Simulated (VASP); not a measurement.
# CHSeSF: harmonic vibrations of a molecule

CHSeSF, molecule in box, 5 atoms in the cell. PBE, harmonic vibrations; PAW potentials F, C, S, Se, H (PBE set).

## Input

INCAR.step1:
```
PREC = Accurate
ENCUT = 400
EDIFF = 1E-8
ISMEAR = 0
SIGMA = 0.01
ISYM = 0
LREAL = F
LASPH = T
NELM = 100
ALGO = Normal
LWAVE = F
LCHARG = F
IBRION = 2
NSW = 60
ISIF = 2
EDIFFG = -0.002
POTIM = 0.5
```

INCAR.step2:
```
PREC = Accurate
ENCUT = 400
EDIFF = 1E-8
ISMEAR = 0
SIGMA = 0.01
ISYM = 0
LREAL = F
LASPH = T
NELM = 100
ALGO = Normal
LWAVE = F
LCHARG = F
IBRION = 5
NFREE = 2
POTIM = 0.015
NSW = 1
```

KPOINTS:
```
k-points
0
Gamma
  1 1 1
```

POSCAR.step1:
```
HCSeSF
1.0
   12.0000000000      0.0000000000      0.0000000000
    0.0000000000     11.0000000000      0.0000000000
    0.0000000000      0.0000000000     12.0000000000
F C S Se H
1 1 1 1 1
Direct
    0.4332166700      0.4645227300      0.6127375000
    0.4676583300      0.4844500000      0.5092041700
    0.5971666700      0.5517227300      0.5027125000
    0.3877416700      0.4453590900      0.3921291700
    0.6144250000      0.5584590900      0.6135375000
```

Commands (each step's output is kept before the next begins):
```
cat potpaw_PBE.64/F/POTCAR potpaw_PBE.64/C/POTCAR potpaw_PBE.64/S/POTCAR potpaw_PBE.64/Se/POTCAR potpaw_PBE.64/H/POTCAR > POTCAR
cp INCAR.step1 INCAR
cp POSCAR.step1 POSCAR
mpirun -np 4 vasp_gam > vasp.out
cp CONTCAR POSCAR
cp INCAR.step2 INCAR
mpirun -np 4 vasp_gam > vasp.out
```

## Result

- Vibrations (cm⁻¹; a negative value is imaginary): 2565, 1098, 988, 860, 520, 474, 349, 316, 221
- Zero-point energy (eV): 0.458
- Translations and rotations, which should read zero (cm⁻¹): -16, -9, -7, 1, 2, 16
- Vibrational entropy at 298 K (meV/K): 0.265
- Displaced cells: 30
- Ionic steps, all stages: 52
- Electronic steps, all stages: 887

VASP 6.6.1 took 748 s on 4 cores (AMD EPYC 7R13 (Zen 3)), a shared host.
